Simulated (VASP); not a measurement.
An input for Ansatz (written as the equivalent of a VASP run, and not itself run):

Ansatz 0.2 input:
```yaml
crystal:
  lattice:
    - [0.0000000, 2.1673878, 2.1673878]
    - [2.1673878, 0.0000000, 2.1673878]
    - [2.1673878, 2.1673878, 0.0000000]
  atoms:
    - { symbol: Al, position: [0.0000000, 0.0000000, 0.0000000] }
    - { symbol: N, position: [0.2500000, 0.2500000, 0.2500000] }
kpoints:
  mp_grid: { grid: [10, 10, 10] }
hamiltonian:
  xc: rpbe
  pseudopotentials: { kind: paw }
scf:
  occupations: { method: gaussian, width: 0.05 }
  max_iter: 100
output: { forces: true, stress: true, eigenvalues: true }
```

Translate this input to VASP (INCAR, KPOINTS, POSCAR, choice of POTCAR).

This is not unique; one that fits is 
### KPOINTS
```
kpoints
0
gamma
  10 10 10
0 0 0
```

POSCAR:
```
AlN
1
    0.0000000000     2.1673878431     2.1673878431
    2.1673878431     0.0000000000     2.1673878431
    2.1673878431     2.1673878431     0.0000000000
Al N
1 1
Direct
  0.0000000000   0.0000000000   0.0000000000
  0.2500000000   0.2500000000   0.2500000000
```

### INCAR
```
! general
SYSTEM=AlN
PREC  =Accurate
ENCUT =520
LREAL =F
LASPH =T

! electronic loop
EDIFF =1E-7
NELM  =100
ALGO  =Normal

! smearing
ISMEAR=0
SIGMA =0.05

! functional
GGA   =RP

! ions
ISIF  =2

! output
LWAVE =F
LCHARG=F
```

POTCAR, in this order: Al N (PBE.64 set). Program: vasp_std.

The two are equivalent in intent, not identical: each code has its own PAW files, so the cut-off isn't converted (ENCUT is set for VASP's; basis.ecutwfc is left out, and Ansatz then takes the one that its files recommend); Ansatz stops its SCF on the density residual and VASP on the energy change (EDIFF).

The compound is AlN in the zinc blende structure, a metastable form; wurtzite is the usual one. This cell is one point of a volume scan, at 0.94 of the reference volume.
